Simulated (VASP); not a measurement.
Energy against volume of Sn (beta). Level of theory: PBE GGA with D4 dispersion, VASP's PBE PAW potentials (set 64) (plane waves; VASP). Numerical set-up: 520 eV cut-off, 13×13×13 Γ-centred mesh, first-order Methfessel-Paxton smearing of 0.10 eV, potentials Sn_d.

Shape and ions are relaxed at each volume.

| V (Å³/atom) | E (eV/atom) |
|---|---|
| 25.500 | -4.20576 |
| 26.313 | -4.22049 |
| 27.127 | -4.22523 |
| 27.941 | -4.22148 |

Fit these four points and predict the energy of the run at 28.755 Å³/atom.

A cubic in V^(−2/3), the third-order Birch-Murnaghan form, passes through the four points with V0 = 27.15 Å³/atom and B0 = 55 GPa, and gives -4.2105 eV/atom there. The run gave -4.2106 eV/atom, -0.1 meV/atom from the fit; all five points give B0 = 55 GPa.

The compound is Sn in the beta structure. It was relaxed first.
